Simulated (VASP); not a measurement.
Here is the system:

```
CELL_PARAMETERS angstrom
      0.00000     2.78149     2.78149
      2.78149     0.00000     2.78149
      2.78149     2.78149     0.00000
ATOMIC_POSITIONS crystal
  Fe 0.50000 0.50000 0.50000
  Fe 0.25000 0.25000 0.25000
  Fe 0.75000 0.75000 0.75000
  Ge 0.00000 0.00000 0.00000
```

The numbers are results of LDA (Ceperley-Alder, Perdew-Zunger), VASP's LDA PAW potentials (set 64) (plane waves; VASP), not measurements. Settings: 400 eV cut-off, Gaussian smearing of 0.050 eV, potentials Fe Ge_d.

The run has a spin-polarised start.

Q: Give the spin-up energies of bands 11 to 24 at the high-symmetry points, in eV from the Fermi level.

A: 
| band | Γ | X | U | L | W |
|---|---|---|---|---|---|
| 11 | -4.50 | -3.31 | -3.48 | -3.50 | -3.23 |
| 12 | -3.27 | -3.15 | -3.06 | -3.42 | -3.15 |
| 13 | -3.27 | -3.15 | -2.92 | -2.43 | -3.15 |
| 14 | -3.27 | -2.76 | -2.32 | -2.43 | -2.10 |
| 15 | -1.04 | -2.72 | -1.78 | -1.57 | -2.10 |
| 16 | -1.04 | -1.69 | -1.77 | -1.57 | -2.07 |
| 17 | -0.42 | -1.32 | -1.58 | -1.41 | -1.30 |
| 18 | -0.42 | -1.32 | -1.58 | -1.11 | -1.25 |
| 19 | -0.42 | -0.87 | -1.13 | -1.11 | -1.02 |
| 20 | -0.06 | -0.60 | -0.58 | -0.58 | -0.70 |
| 21 | -0.06 | -0.19 | -0.15 | -0.58 | -0.70 |
| 22 | 2.95 | -0.19 | -0.07 | -0.26 | 0.16 |
| 23 | 4.49 | -0.11 | 0.47 | 3.92 | 0.36 |
| 24 | 4.49 | 0.42 | 0.63 | 3.92 | 0.36 |

Q: Give the spin-down energies of bands 11 to 24 at the high-symmetry points, in eV from the Fermi level.

A: 
```
band      Γ      X      U      L      W
----  -----  -----  -----  -----  -----
11    -3.31  -2.94  -2.24  -2.22  -2.10
12    -1.83  -1.99  -1.97  -2.22  -2.10
13    -1.83  -1.99  -1.76  -1.67  -1.85
14    -1.83  -1.84  -1.32  -1.67  -1.15
15     0.51  -0.61  -1.01  -0.74  -1.15
16     0.51  -0.61  -0.84  -0.69  -0.79
17     0.51  -0.44  -0.27  -0.69  -0.17
18     1.03   0.29   0.32   0.79   0.46
19     1.03   0.66   0.46   0.79   0.62
20     1.13   0.68   0.91   0.91   0.68
21     1.13   1.07   1.21   0.91   0.68
22     3.21   1.18   1.24   1.12   1.44
23     4.87   1.18   1.55   4.39   1.44
24     4.87   1.50   1.60   4.80   1.51
```

It has no gap at this level: it comes out as a metal or semimetal.

The structure comes from a computed database's Fe3Ge entry (Fm-3m); how it stands against other phases isn't given here. It was relaxed first, which changed the volume by -9 %.
